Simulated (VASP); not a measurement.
Here is the system:

```
Be
1.0
    1.13651    -1.96849     0.00000
    1.13651     1.96849     0.00000
    0.00000     0.00000     3.55267
Be
2
Direct
  0.33333   0.66667   0.25000
  0.66667   0.33333   0.75000
```

Computed with optB88-vdW, VASP's PBE PAW potentials (set 64) (plane waves; VASP). Numerical set-up: 520 eV cut-off, 20×20×12 Γ-centred mesh, tetrahedra with Blöchl corrections, potentials Be.

Problem. Tabulate the total density of states (states/eV per cell) against energy (eV; zero at the valence-band maximum or, without a gap, the Fermi level).

Solution. 
| E (eV) | DOS (states/eV) |
|---|---|
| -9.91 | 0.20 |
| -9.68 | 0.21 |
| -9.45 | 0.23 |
| -9.21 | 0.24 |
| -8.98 | 0.26 |
| -8.75 | 0.27 |
| -8.52 | 0.28 |
| -8.29 | 0.29 |
| -8.05 | 0.31 |
| -7.82 | 0.32 |
| -7.71 | 0.33 |
| -7.47 | 0.34 |
| -7.24 | 0.35 |
| -7.01 | 0.36 |
| -6.78 | 0.37 |
| -6.54 | 0.38 |
| -6.31 | 0.40 |
| -6.08 | 0.41 |
| -5.85 | 0.42 |
| -5.62 | 0.44 |
| -5.38 | 0.46 |
| -5.15 | 0.49 |
| -4.92 | 0.54 |
| -4.69 | 0.53 |
| -4.45 | 0.54 |
| -4.22 | 0.53 |
| -3.99 | 0.52 |
| -3.76 | 0.51 |
| -3.52 | 0.51 |
| -3.29 | 0.50 |
| -3.18 | 0.51 |
| -2.94 | 0.61 |
| -2.71 | 0.56 |
| -2.48 | 0.55 |
| -2.25 | 0.49 |
| -2.02 | 0.45 |
| -1.78 | 0.43 |
| -1.55 | 0.44 |
| -1.32 | 0.39 |
| -1.09 | 0.27 |
| -0.85 | 0.22 |
| -0.62 | 0.18 |
| -0.39 | 0.20 |
| -0.16 | 0.14 |
| 0.07 | 0.11 |
| 0.31 | 0.09 |
| 0.54 | 0.09 |
| 0.77 | 0.12 |
| 1.00 | 0.16 |
| 1.24 | 0.23 |
| 1.35 | 0.29 |
| 1.58 | 0.58 |
| 1.81 | 1.04 |
| 2.05 | 0.99 |
| 2.28 | 0.72 |
| 2.51 | 0.62 |
| 2.74 | 0.55 |
| 2.98 | 0.52 |
| 3.21 | 0.50 |
| 3.44 | 0.49 |
Within 2 eV below the Fermi level the largest weight inside VASP's projection spheres is Be p.

The compound is Be in the hcp structure. It was relaxed first.
